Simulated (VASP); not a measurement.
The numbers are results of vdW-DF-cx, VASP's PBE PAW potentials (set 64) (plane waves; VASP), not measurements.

Input for VASP

INCAR:
```
AGGAC = 0.0
ALGO = Normal
EDIFF = 1E-6
EDIFFG = -0.02
ENCUT = 520
GGA = CX
IBRION = 2
ISIF = 3
ISMEAR = 0
LASPH = .TRUE.
LCHARG = .FALSE.
LMAXMIX = 6
LREAL = .FALSE.
LUSE_VDW = .TRUE.
LWAVE = .FALSE.
NELM = 100
NSW = 60
PREC = Accurate
SIGMA = 0.05
SYSTEM = HfO2
```

KPOINTS:
```
Automatic mesh
0
Gamma
7 7 7
0 0 0
```

**POSCAR**
```
HfO2
1
    0.0000000000     2.5104630631     2.5104630631
    2.5104630631     0.0000000000     2.5104630631
    2.5104630631     2.5104630631     0.0000000000
Hf O
1 2
Direct
  0.0000000000   0.0000000000   0.0000000000
  0.2500000000   0.2500000000   0.2500000000
  0.7500000000   0.7500000000   0.7500000000
```

POTCAR, in this order: Hf_pv O (PBE.64 set). Program: vasp_std.

Output

### OSZICAR
```
       N       E                     dE             d eps       ncg     rms          rms(c)
DAV:   1     0.111338396167E+03    0.11134E+03   -0.13062E+04   600   0.145E+03
DAV:   2    -0.267769483870E+02   -0.13812E+03   -0.13580E+03   761   0.331E+02
DAV:   3    -0.306828657117E+02   -0.39059E+01   -0.39026E+01   768   0.543E+01
DAV:   4    -0.307028852024E+02   -0.20019E-01   -0.20018E-01   775   0.425E+00
DAV:   5    -0.307030449219E+02   -0.15972E-03   -0.15972E-03   789   0.346E-01    0.518E+01
DAV:   6    -0.253734449595E+02    0.53296E+01   -0.27929E+01   670   0.378E+01    0.451E+01
DAV:   7    -0.252722216770E+02    0.10122E+00   -0.72053E-01   726   0.804E+00    0.293E+01
DAV:   8    -0.252451813088E+02    0.27040E-01   -0.19173E-01   740   0.472E+00    0.553E+00
DAV:   9    -0.252357346844E+02    0.94466E-02   -0.37882E-02   726   0.177E+00    0.176E+00
DAV:  10    -0.252356495231E+02    0.85161E-04   -0.41617E-03   784   0.510E-01    0.261E-01
DAV:  11    -0.252356275212E+02    0.22002E-04   -0.24887E-04   670   0.136E-01    0.198E-01
DAV:  12    -0.252356309069E+02   -0.33857E-05   -0.33863E-05   790   0.457E-02    0.260E-02
DAV:  13    -0.252356315581E+02   -0.65118E-06   -0.18911E-06   652   0.116E-02
   1 F= -.25235632E+02 E0= -.25235632E+02  d E =-.252356E+02
       N       E                     dE             d eps       ncg     rms          rms(c)
DAV:   1    -0.252735751246E+02   -0.37944E-01   -0.10137E+00   663   0.978E+00    0.319E+00
DAV:   2    -0.252395947210E+02    0.33980E-01   -0.15517E-01   628   0.301E+00    0.981E-01
DAV:   3    -0.252345156846E+02    0.50790E-02   -0.75499E-03   720   0.768E-01    0.659E-01
DAV:   4    -0.252333403570E+02    0.11753E-02   -0.40495E-03   733   0.545E-01    0.465E-01
DAV:   5    -0.252333322071E+02    0.81500E-05   -0.91898E-05   691   0.814E-02    0.332E-01
DAV:   6    -0.252333197519E+02    0.12455E-04   -0.60312E-05   768   0.471E-02    0.499E-02
DAV:   7    -0.252333188155E+02    0.93641E-06   -0.91838E-06   677   0.205E-02
   2 F= -.25233319E+02 E0= -.25233319E+02  d E =0.231274E-02
       N       E                     dE             d eps       ncg     rms          rms(c)
DAV:   1    -0.252525291586E+02   -0.19209E-01   -0.39075E-01   663   0.610E+00    0.196E+00
DAV:   2    -0.252394761522E+02    0.13053E-01   -0.58732E-02   635   0.185E+00    0.604E-01
DAV:   3    -0.252375483267E+02    0.19278E-02   -0.27453E-03   720   0.475E-01    0.402E-01
DAV:   4    -0.252371111128E+02    0.43721E-03   -0.15065E-03   740   0.334E-01    0.289E-01
DAV:   5    -0.252371090856E+02    0.20273E-05   -0.43887E-05   705   0.547E-02    0.132E-01
DAV:   6    -0.252371110504E+02   -0.19649E-05   -0.67075E-06   768   0.173E-02    0.182E-02
DAV:   7    -0.252371109205E+02    0.12991E-06   -0.69862E-07   342   0.547E-03
   3 F= -.25237111E+02 E0= -.25237111E+02  d E =-.147936E-02
```

OUTCAR:
```
------------------------ aborting loop because EDIFF is reached ----------------------------------------
  FORCE on cell =-STRESS in cart. coord.  units (eV):
  Direction    XX          YY          ZZ          XY          YZ          ZX
  --------------------------------------------------------------------------------------
  Total       -0.0023253     -0.0023253     -0.0023253     -0.0000000      0.0000000      0.0000000
  in kB       -0.1168686     -0.1168686     -0.1168686     -0.0000000      0.0000000      0.0000000
  external PRESSURE =      -0.1168686 kB  Pullay stress =       0.0000000 kB
  volume of cell :       31.88
      direct lattice vectors                 reciprocal lattice vectors
    -0.000000000  2.516647146  2.516647146    -0.198677038  0.198677038  0.198677038
     2.516647146 -0.000000000  2.516647146     0.198677038 -0.198677038  0.198677038
     2.516647146  2.516647146  0.000000000     0.198677038  0.198677038 -0.198677038
 POSITION                                       TOTAL-FORCE (eV/Angst)
 -----------------------------------------------------------------------------------
     -0.00000      0.00000      0.00000        -0.000000      0.000000     -0.000000
      1.25832      1.25832      1.25832        -0.000000      0.000000     -0.000000
      3.77497      3.77497      3.77497         0.000000     -0.000000      0.000000
 -----------------------------------------------------------------------------------
    total drift:                                0.000000      0.000000      0.000000
  FREE ENERGIE OF THE ION-ELECTRON SYSTEM (eV)
  ---------------------------------------------------
  free  energy   TOTEN  =       -25.2371109205 eV

  energy  without entropy=      -25.2371109205  energy(sigma->0) =      -25.23711092

 reached required accuracy - stopping structural energy minimisation
```
(Selected blocks of OUTCAR.)

**CONTCAR**
```
HfO2
   1.00000000000000
    -0.0000000000000000    2.5166471461820747    2.5166471461820747
     2.5166471461820747   -0.0000000000000000    2.5166471461820747
     2.5166471461820747    2.5166471461820747    0.0000000000000000
  Hf              O
     1     2
Direct
     0.0000000000000000    0.0000000000000000    0.0000000000000000
     0.2500000000000000    0.2500000000000000    0.2500000000000000
     0.7500000000000000    0.7500000000000000    0.7500000000000000
```

The compound is HfO2 in the fluorite structure, the high-temperature cubic form, which is unstable at 0 K; the monoclinic form is the stable one. This run relaxes it. Symmetry was kept, so distortions that lower it aren't found.
